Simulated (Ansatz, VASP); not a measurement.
# Cross-check of SnSe2 between VASP and Ansatz, part 2 of 2

One calculation is typed for both programs; each brings its own data sets. How far apart do they land? The cell is taken from a series of runs on this material, whose earlier steps may have relaxed, scaled, displaced or heated it; both programs get it as it stands.

VASP 6.6.1 and Ansatz 0.2.0.

So far: The structure; VASP: zone-centre phonons, PBE.

## 3. Ansatz: zone-centre phonons, PBE

Level of this step: Ansatz beside VASP: Kohn-Sham DFT, plane waves, PBE (Ansatz).

Ansatz runs on its PAW soft_1 files.

The same cell, functional, mesh and smearing now go to Ansatz, which takes its cutoff from its data sets.

Input file input.yaml:

```yaml
crystal:
  lattice:
    - [3.9459626867, 0.0, 0.0]
    - [-1.9729813433, 3.4173039291, 0.0]
    - [0.0, 0.0, 30.46]
  atoms:
    - { symbol: Sn, position: [0.3333333333, 0.6666666667, 0.3282994091] }
    - { symbol: Se, position: [0.6666666667, 0.3333333333, 0.384547335] }
    - { symbol: Se, position: [0.6666666667, 0.3333333333, 0.2720514831] }
  periodic: [true, true, false]
kpoints:
  mp_grid: { grid: [12, 12, 1] }
hamiltonian:
  xc: pbe
  pseudopotentials: { kind: paw, azcp: { folder: soft_1 } }
scf:
  occupations: { method: gaussian, width: 0.1 }
output:
  eigenvalues: true
phonons:
  method: dfpt
```

Run with:

```console
$ ansatz run input.yaml --threads 4 --pin off --max-ram 16384MiB --backend cpu --events-out ev --progress --plain --runs-dir out
```

Numbers of over 12 decimals in the logs are rounded to 6 here.

Log:

```text
Warning: crystal.symmetry: narrowed to the stabiliser of the run's FFT grids — unitary ops 12 → 6. A phonons.method: dfpt run fills in the rows of the dynamical matrix that it does not solve by its symmetry operations, which is exact only for operations that map its FFT grids onto themselves: filled in by any other, the frequencies could depend on the order in which like atoms are typed, or, by more than the grids' own error, on where the crystal sits among the grids' points. Excluded: 6 operations. The run can therefore solve more perturbations, solve them on more k-points, or both, and cost more. [rest of the remark cut]
Engine: ansatz 0.2.0, aarch64-unknown-linux-gnu
Pseudopotentials: kind: paw
Pseudopotential: Sn, paw, valence charge 14, recommended cutoff 420 eV (normal), soft_1/Sn.paw.azcp
Pseudopotential: Se, paw, valence charge 16, recommended cutoff 420 eV (normal), soft_1/Se.paw.azcp
Functional definition: PBE
  parameter kappa = 0.804
  parameter beta = 0.066725
  exchange = pbe_x(kappa = kappa, mu = beta*pi^2/3)
  correlation = pbe_c(beta = beta)
Crystal: 3 atoms, lattice volume = 410.740 Å³
Basis set: ecut = 420 eV, 8153 PW (Γ), exchange–correlation on 54×54×432 points (8 copies of the dense FFT grid, shifted against one another)
Bands: 28, of which v1, the nominal top of the filled ones, is band 23 counted from 1 (22 counted from 0)
Symmetry: 12 space group operations
k-points: 43 of 144 (irreducible under 2 space group operations, time reversal used)
Non-local potential: Sn, projectors of the file, l = 0: 2, l = 1: 2, l = 2: 2, l = 3: 1
Non-local potential: Se, projectors of the file, l = 0: 2, l = 1: 2, l = 2: 3, l = 3: 1
PAW form: soft (Blöchl's): semilocal exchange-correlation on the pseudo side does not see the compensation charge
PAW one-centre angular grid: Sn, 590 points (default); XC on 64 Gauss nodes
PAW one-centre angular grid: Se, 590 points (default); XC on 64 Gauss nodes
Initial density: superposition of atomic densities (neutral atoms: chi_scale 0, normalization atom)
Initial wavefunctions: pseudopotential atomic-orbital guess
Functional: x = pbe(κ = 0.804, μ = 0.219515), c = pbe(β = 0.066725)
SCF iter   1: F=—  HF=-16962.993067 eV  |F-HF|=—  |Δ(HF+E_count)|=         —  Δρ=1.34e-2  dr2=1.49e0  ethr=3.10e-3  ⟨swp⟩=14.3  Hψ=7802  notcnv=0
preconditioner: auto → Resta (q_TF=auto, 1.894 Å⁻¹)  ε∞=1.6  [insulator: Δε(μ)=0.465 eV  Ē_g=9.213 eV  σ=0.100 eV  W_gap=1.00  n_scr=48 (ndim 8)  ℏωp=7.3 eV  f_vac=0.764  D(μ)=0.00/eV (n_scr^D=0)  ε∞_Penn≈1.6  vacuum switching on, ρ_ref=6.2e-3 e/Å³]
SCF iter   2: F=—  HF=-16962.634661 eV  |F-HF|=—  |Δ(HF+E_count)|=   3.58e-1  Δρ=5.80e-3  dr2=2.20e-1  ethr=3.10e-3  ⟨swp⟩=4.1  Hψ=2496  notcnv=0  defer=35
preconditioner: auto → LDOS  [metal: Δε(μ)=0.085 eV  Ē_g=8.933 eV  σ=0.100 eV  W_gap=0.43  n_scr=48 (ndim 8)  ℏωp=7.3 eV  f_vac=0.766  D(μ)=0.94/eV (n_scr^D=6)  β→1.0]
SCF iter   3: F=—  HF=-16962.601463 eV  |F-HF|=—  |Δ(HF+E_count)|=   3.32e-2  Δρ=2.25e-3  dr2=4.78e-2  ethr=4.79e-4  ⟨swp⟩=4.2  Hψ=3023  notcnv=0  defer=30
SCF iter   4: F=—  HF=-16962.594341 eV  |F-HF|=—  |Δ(HF+E_count)|=   7.12e-3  Δρ=7.29e-4  dr2=4.30e-3  ethr=1.04e-4  ⟨swp⟩=3.0  Hψ=2113  notcnv=0  defer=30
SCF iter   5: F=—  HF=-16962.593311 eV  |F-HF|=—  |Δ(HF+E_count)|=   1.03e-3  Δρ=1.72e-4  dr2=1.93e-4  ethr=9.34e-6  ⟨swp⟩=3.6  Hψ=2214  notcnv=0  defer=30
SCF iter   6: F=—  HF=-16962.593323 eV  |F-HF|=—  |Δ(HF+E_count)|=   1.25e-5  Δρ=4.38e-5  dr2=7.67e-6  ethr=4.20e-7  ⟨swp⟩=2.9  Hψ=2123  notcnv=0  defer=30
SCF iter   7: F=—  HF=-16962.593332 eV  |F-HF|=—  |Δ(HF+E_count)|=   8.55e-6  Δρ=5.49e-6  dr2=1.69e-7  ethr=1.67e-8  ⟨swp⟩=3.1  Hψ=1954  notcnv=0  defer=30
SCF iter   8: F=—  HF=-16962.593373 eV  |F-HF|=—  |Δ(HF+E_count)|=   4.15e-5  Δρ=8.15e-7  dr2=2.78e-9  ethr=3.67e-10  ⟨swp⟩=3.2  Hψ=2404  notcnv=0  defer=30
SCF iter   9: F=—  HF=-16962.593373 eV  |F-HF|=—  |Δ(HF+E_count)|=   1.89e-8  Δρ=2.68e-7  dr2=1.92e-10  ethr=6.04e-12  ⟨swp⟩=3.3  Hψ=2599  notcnv=0  defer=30
SCF iter  10: F=—  HF=-16962.593373 eV  |F-HF|=—  |Δ(HF+E_count)|=   1.07e-9  Δρ=5.27e-8  dr2=1.03e-11  ethr=1.00e-12  ⟨swp⟩=2.5  Hψ=2298  notcnv=0  defer=30
SCF iter  11: F=-16962.593373 eV  HF=-16962.593373 eV  |F-HF|=7.64e-11  |Δ(HF+E_count)|=  3.20e-10  Δρ=9.71e-9  dr2=5.10e-13  ethr=1.00e-12  ⟨swp⟩=18.6  Hψ=7859  notcnv=0
SCF 1 converged in 11 iterations: F = -16962.593373 eV  dr2 = 5.10e-13
  greatest PAW one-centre occupation: 1.000 electrons in one spin orbital (limit 2), on the Se atom at site 2 (counted from 0), in its partial waves of l = 2
DFPT response loops at Γ: preconditioner auto → none (partly filled bands, converged f_vac=0.768); β = 0.50; Broyden in place of MSR1
SCF converged after 11 iterations
Free energy (F): -16962.593373 eV
Harris-Foulkes:  -16962.593373 eV  (|F-HF|=7.64e-11)
Internal energy: -16962.590370 eV  (E = F + TS)
E sigma→0 (E₀):  -16962.591871 eV
Entropy (-TS):   -0.003003 eV (-1.001 meV/atom)
Fermi energy:    -5.856385 eV
--- Per-component energies (eV) ---
  E_band       = -1506.299017
  E_kinetic    = 385.349036
  E_local      = -90146.337251  (includes V_loc(G=0)·N_el)
  E_nonlocal   = -563.601289
  E_hartree    = 44889.165346
  E_xc         = -293.010106
  E_vxc        = -256.947244  (∫ρ·V_xc dr)
  E_paw        = -8631.522504  (= ΣΔE_a)
  E_vpaw       = -703.092512  (= ΣTr[D̂ρ^β])
  E_aug_tail   = -0.000428  (compensation charges beyond the density's cutoff)
  E_ewald      = 37397.366826
  E_smearing   = -0.003003  (= −TS)
  E_closure    = 0.000000  (closes the sum)
  Σ components = -16962.593373   (vs F -16962.593373, Δ=0.00e0)
--- Band table (eV; the first three rows and the last of 43) ---
  k-point 0: bands = [... 19 lower, -6.7942, -6.7942, -5.9465, -5.9465, -5.6772, -2.6931, -2.0932, -2.0932, ... 1 higher]
  k-point 1: bands = [... 19 lower, -7.1434, -6.9092, -6.2667, -5.9910, -5.2350, -2.3321, -2.3288, -1.9545, ... 1 higher]
  k-point 2: bands = [... 19 lower, -7.4341, -7.1902, -6.6260, -6.1077, -4.8732, -2.6688, -1.6845, -1.6423, ... 1 higher]
  k-point 42: bands = [... 19 lower, -9.0297, -8.9525, -7.3558, -6.0866, -4.9623, -2.8254, -1.2107, -0.6424, ... 1 higher]
--- Phonons (Γ-DFPT): 6 representative perturbations + reference, on 43 of 144 k-points (Σ response iterations 23) ---
  ASR residual: 7.159e-5 → 0.000e0 eV/Å²; symmetrization residual: 2.357e-5 eV/Å²
  The last average, over the group as it would stand without the narrowing to the FFT grids, took up to 4.772e-6 eV/Å² of the zone centre's force constants
  ASR residual per site (eV/Å²): 7.16e-5 1.30e-5 1.83e-5
  Γ frequencies (cm⁻¹): -99.29 -99.29 0.00 0.00 0.00 115.22 115.22 196.17 212.47
  non-analytic LO–TO correction: not included (Born effective charges unavailable; polar crystals: no LO–TO splitting at Γ)
```

The column dr2 measures how far the density is from self-consistency, as an energy; F and HF (Harris–Foulkes) agree once it is small.

## 4. Comparison

Known differences besides the potentials themselves: Ansatz cuts the interaction across the vacuum, VASP repeats the sheet without a dipole correction; the data sets hold 46 valence electrons in Ansatz (on its PAW soft_1 files) and 26 in VASP; the cutoff is 420 eV in Ansatz and 500 eV in VASP. Total energies have different zeros and are not compared.

Compared:

```csv
quantity,Ansatz,VASP,difference
"optical mode 1 to 2 (imaginary, printed as negative) (cm⁻¹)",-99.3,-99.5,+0.2
optical mode 3 to 4 (cm⁻¹),115.2,115.9,-0.59 %
optical mode 5 (cm⁻¹),196.2,196.4,-0.10 %
optical mode 6 (cm⁻¹),212.5,213.0,-0.25 %
```

Modes are paired by rising frequency, not by their patterns, so a pair may set unlike modes beside each other; they are those without the splitting of longitudinal modes. Where the cell holds vacuum, a pressure given here is an average over it and none of the material.

## 5. Summary of results

```
r.m.s. difference of the optical zone-centre modes, each program's sorted by frequency (zone-centre phonons, PBE) : 0.47 cm⁻¹
difference in optical mode 3 to 4 (zone-centre phonons, PBE)                                                      : -0.6 %
```

**Reading.** The r.m.s. difference of the optical zone-centre modes, each program's sorted by frequency is 0.47 cm⁻¹ (zone-centre phonons, PBE). The data sets hold unlike numbers of valence electrons (46 in Ansatz and 26 in VASP), so part of the differences may come from the potentials. Among the rows given in per cent, the largest difference of the zone-centre phonons, PBE pair is in optical mode 3 to 4, -0.6 %. How closely two codes agree says nothing of how well the functional describes the real material.

[Lines on the potential files, build, host, timing and source positions are cut from VASP's logs without a mark.]

[Logs are printed without paths, hosts, clocks, repeated set-up lines and the standing remarks that a program may print on its own settings, such as how far it seeks lower states.]

[Hosts, paths, dates, database ids (printed as entryN), source tags and the programs' standing remarks are cut or masked in the printed files.]
